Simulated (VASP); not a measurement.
Here is the system:

```xyz
2
Lattice="0.0000 2.7954 2.7954 2.7954 0.0000 2.7954 2.7954 2.7954 0.0000" Properties=species:S:1:pos:R:3 pbc="T T T"
Ga     0.0000     0.0000     0.0000
As     1.3977     1.3977     1.3977
```

These are optB86b-vdW, VASP's PBE PAW potentials (set 64) (plane waves; VASP) values and carry that method's errors. Run with 520 eV cut-off, 8×8×8 Γ-centred mesh, Gaussian smearing of 0.050 eV, potentials Ga_d As.

### Question
Give the stress tensor in GPa (positive for a compressed cell).

### Answer

```
4.65  0.00  0.00
0.00  4.65  0.00
0.00  0.00  4.65
```
The pressure is its mean diagonal, 4.65 GPa.

The compound is GaAs in the zinc blende structure. This cell is one point of a volume scan, at 0.94 of the reference volume.
